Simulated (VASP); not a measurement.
A VASP calculation is set up with these files.

File POSCAR:
```
PbSe
1.0
  0.0000000000   3.0177910696   3.0177910696
  3.0177910696   0.0000000000   3.0177910696
  3.0177910696   3.0177910696   0.0000000000
Pb Se
1 1
Cartesian
  0.0000000000   0.0000000000   0.0000000000
  3.0177910696   3.0177910696   3.0177910696
```

**INCAR**
```
# general
SYSTEM =PbSe
PREC   =Accurate
ENCUT  =500
LREAL  =.False.
LASPH  =.True.   # aspherical one-centre terms

# electronic loop
EDIFF  =1E-6   # SCF stop (eV)
NELM   =100
ALGO   =Normal   # blocked Davidson
LMAXMIX=4   # l cut-off of mixed one-centre charges

# smearing
ISMEAR =0
SIGMA  =0.05   # width (eV)

# functional
GGA    =PE   # PBE

# ions
IBRION =2   # conjugate gradients
NSW    =40   # most ionic steps
ISIF   =3
EDIFFG =-0.02
PSTRESS=50

# output
LWAVE  =.False.
LCHARG =.False.
```

File KPOINTS:
```
Automatic
0
G
  8 8 8
```

POTCAR, in this order: Pb_d Se (PBE.64 set). Program: vasp_std.

Question: Write an equivalent input for Quantum ESPRESSO's pw.x.

Answer: One equivalent input (not run):
```
&CONTROL
  calculation = 'vc-relax'
  pseudo_dir = './pseudo'
  outdir = './out'
  tprnfor = .true.
  tstress = .true.
  nstep = 40
  forc_conv_thr = 0.00078
/
&SYSTEM
  ibrav = 0
  nat = 2
  ntyp = 2
  ecutwfc = 86
  occupations = 'smearing'
  smearing = 'gaussian'
  degauss = 0.003675
  input_dft = 'pbe'
/
&ELECTRONS
  conv_thr = 7.3e-08
  electron_maxstep = 100
/
&IONS
/
&CELL
  press = 50
/
ATOMIC_SPECIES
  Pb 207.200 Pb.upf
  Se 78.971 Se.upf
CELL_PARAMETERS angstrom
    -0.0000000    3.0177911    3.0177911
     3.0177911    0.0000000    3.0177911
     3.0177911    3.0177911   -0.0000000
ATOMIC_POSITIONS crystal
  Pb   0.0000000  0.0000000  0.0000000
  Se   0.5000000  0.5000000  0.5000000
K_POINTS automatic
  8 8 8 0 0 0
```
Limits of the translation: the potentials are each code's own (VASP's PAW set, PseudoDojo norm-conserving files in pw.x), so ENCUT and ecutwfc are chosen apart and not converted; conv_thr bounds pw.x's estimated SCF error, while EDIFF bounds the energy change between steps; forc_conv_thr acts on force components and is met together with etot_conv_thr.

The compound is PbSe in the rock salt structure. It was relaxed first under an external pressure of 5 GPa.
